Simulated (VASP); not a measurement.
Input:

```
TiP
1.0
    4.18725     0.00000     0.00000
   -2.09363     3.62627     0.00000
    0.00000     0.00000     4.81298
Ti P
2 2
Direct
  0.33333   0.66667   0.93749
  0.66667   0.33333   0.43749
  0.33333   0.66667   0.43751
  0.66667   0.33333   0.93751
```

Calculation: PBEsol GGA, VASP's PBE PAW potentials (set 64) (plane waves; VASP 6.6.1). Run with 400 eV cut-off, Gaussian smearing of 0.050 eV, potentials Ti_sv P.

Task: Give the energies of bands 11 to 20 at the high-symmetry points, in eV from the Fermi level.

Result: 
```csv
band,Γ,M,K,A,L,H
11,-4.18,-4.68,-4.44,-3.88,-5.44,-5.30
12,-3.52,-3.33,-3.19,-3.88,-5.44,-5.30
13,-3.52,-3.32,-3.19,-3.54,-3.01,-3.75
14,-2.91,-2.89,-3.00,-3.54,-3.01,-3.75
15,-2.91,-2.73,-3.00,-3.54,-2.97,-2.52
16,-0.64,-1.18,-1.75,-3.54,-2.97,-2.52
17,-0.64,-1.18,-0.91,1.14,0.20,-0.30
18,-0.08,-0.24,-0.84,1.14,0.20,-0.30
19,0.72,0.75,0.67,1.14,0.77,1.43
20,1.36,0.93,0.96,1.14,0.77,1.43
```

It has no gap at this level: it comes out as a metal or semimetal.

The structure was generated: TiP was put into the wurtzite type (P6_3mc), which need not be its known phase. It was relaxed first, which changed the volume by -38 %. The relaxed cell has space group P6_3/mmc.
